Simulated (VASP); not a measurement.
Calculation: PBE GGA, VASP's PBE PAW potentials (set 64) (plane waves; VASP).

VASP ran on this input.

INCAR:
```
! general
SYSTEM  = GaN
PREC    = Accurate
ENCUT   = 600
LREAL   = .False.
LASPH   = .True.

! electronic loop
EDIFF   = 1E-7   ! SCF stop (eV)
NELM    = 100   ! most electronic steps
ALGO    = Normal   ! blocked Davidson
LMAXMIX = 4

! smearing
ISMEAR  = 0   ! Gaussian
SIGMA   = 0.05   ! width (eV)

! functional
GGA     = PE   ! PBE

! ions
IBRION  = 2   ! conjugate gradients
NSW     = 40
ISIF    = 3   ! ions, shape and volume
EDIFFG  = -0.01
PSTRESS = 100   ! kbar

! output
LWAVE   = .False.
LCHARG  = .False.
```

File POSCAR:
```
GaN
1.0
  0.0000000000   2.2350463259   2.2350463259
  2.2350463259   0.0000000000   2.2350463259
  2.2350463259   2.2350463259   0.0000000000
Ga N
1 1
Direct
  0.0000000000   0.0000000000   0.0000000000
  0.2500000000   0.2500000000   0.2500000000
```

**KPOINTS**
```
Automatic
0
G
  10 10 10
0 0 0
```

POTCAR, in this order: Ga_d N (PBE.64 set). Program: vasp_std.

The resulting files:

OSZICAR:
```
       N       E                     dE             d eps       ncg     rms          rms(c)
DAV:   1     0.955674795010E+02    0.95567E+02   -0.10565E+04  1302   0.270E+03
DAV:   2    -0.609863398271E+01   -0.10167E+03   -0.96491E+02  1375   0.388E+02
DAV:   3    -0.140090797149E+02   -0.79104E+01   -0.78569E+01  1385   0.967E+01
DAV:   4    -0.141573000545E+02   -0.14822E+00   -0.14807E+00  1447   0.139E+01
DAV:   5    -0.141597485497E+02   -0.24485E-02   -0.24484E-02  1358   0.164E+00    0.780E+00
DAV:   6    -0.121117600786E+02    0.20480E+01   -0.59344E+00  1878   0.504E+01    0.265E+00
DAV:   7    -0.121268687247E+02   -0.15109E-01   -0.38430E-01  1232   0.815E+00    0.177E+00
DAV:   8    -0.121226733421E+02    0.41954E-02   -0.63541E-02  1370   0.461E+00    0.729E-01
DAV:   9    -0.121179572540E+02    0.47161E-02   -0.21793E-02  1863   0.396E+00    0.176E-01
DAV:  10    -0.121181994795E+02   -0.24223E-03   -0.18475E-03  1450   0.759E-01    0.578E-02
DAV:  11    -0.121181451935E+02    0.54286E-04   -0.29132E-04  1793   0.310E-01    0.173E-02
DAV:  12    -0.121181506354E+02   -0.54419E-05   -0.27081E-05  1372   0.721E-02    0.882E-03
DAV:  13    -0.121181504646E+02    0.17082E-06   -0.16228E-06  1460   0.130E-02    0.293E-03
DAV:  14    -0.121181504108E+02    0.53739E-07   -0.13609E-07  1039   0.361E-03
   1 F= -.10724419E+02 E0= -.10724419E+02  d E =-.107244E+02
```

File OUTCAR:
```
------------------------ aborting loop because EDIFF is reached ----------------------------------------
  FORCE on cell =-STRESS in cart. coord.  units (eV):
  Direction    XX          YY          ZZ          XY          YZ          ZX
  --------------------------------------------------------------------------------------
  Total        1.3839315      1.3839315      1.3839315     -0.0000000      0.0000000     -0.0000000
  in kB       99.2968760     99.2968760     99.2968760     -0.0000000      0.0000000     -0.0000000
  external PRESSURE =      -0.7031240 kB  Pullay stress =     100.0000000 kB
  volume of cell :       22.33
      direct lattice vectors                 reciprocal lattice vectors
     0.000000000  2.235046326  2.235046326    -0.223709010  0.223709010  0.223709010
     2.235046326  0.000000000  2.235046326     0.223709010 -0.223709010  0.223709010
     2.235046326  2.235046326  0.000000000     0.223709010  0.223709010 -0.223709010
  FREE ENERGIE OF THE ION-ELECTRON SYSTEM (eV)
  ---------------------------------------------------
  free  energy   TOTEN  =       -12.1181504108 eV

  energy  without entropy=      -12.1181504108  energy(sigma->0) =      -12.11815041
  enthalpy is  TOTEN    =       -10.7244192794 eV   P V=        1.3937311314

 reached required accuracy - stopping structural energy minimisation
```
(Selected blocks of OUTCAR.)

**OUTCAR**
```
 val. band max:        5.5531876866   @ k =   0.0000   0.0000   0.0000

 cond. band min:       7.4371418239   @ k =   0.0000   0.0000   0.0000


 Fermi energy:         5.8243460951

 k-point     1 :       0.0000    0.0000    0.0000
  band No.  band energies     occupation
      1     -10.5952      2.00000
      2      -7.9115      2.00000
      3      -7.9115      2.00000
      4      -7.9115      2.00000
      5      -7.5658      2.00000
      6      -7.5658      2.00000
      7       5.5532      2.00000
      8       5.5532      2.00000
      9       5.5532      2.00000
     10       7.4371      0.00000
     11      16.0109      0.00000
     12      16.0109      0.00000
     13      16.0109      0.00000

 k-point     2 :       0.1000    0.0000    0.0000
  band No.  band energies     occupation
      1     -10.4794      2.00000
      2      -7.8969      2.00000
      3      -7.8969      2.00000
      4      -7.8744      2.00000
      5      -7.5673      2.00000
      6      -7.5673      2.00000
      7       4.4634      2.00000
      8       5.4431      2.00000
      9       5.4431      2.00000
     10       8.2761      0.00000
     11      15.5135      0.00000
     12      16.1795      0.00000
     13      16.1795      0.00000

 k-point     3 :       0.2000    0.0000    0.0000
  band No.  band energies     occupation
      1     -10.1847      2.00000
      2      -7.8630      2.00000
      3      -7.8630      2.00000
      4      -7.7164      2.00000
      5      -7.5661      2.00000
      6      -7.5661      2.00000
      7       2.6228      2.00000
      8       5.1725      2.00000
      9       5.1725      2.00000
     10       9.3614      0.00000
     11      14.7305      0.00000
     12      16.4476      0.00000
     13      16.4476      0.00000

 k-point     4 :       0.3000    0.0000    0.0000
  band No.  band energies     occupation
      1      -9.8634      2.00000
      2      -7.8327      2.00000
      3      -7.8327      2.00000
...
```

The compound is GaN in the zinc blende structure, a metastable form; wurtzite is the usual one. It was relaxed first under an external pressure of 10 GPa.
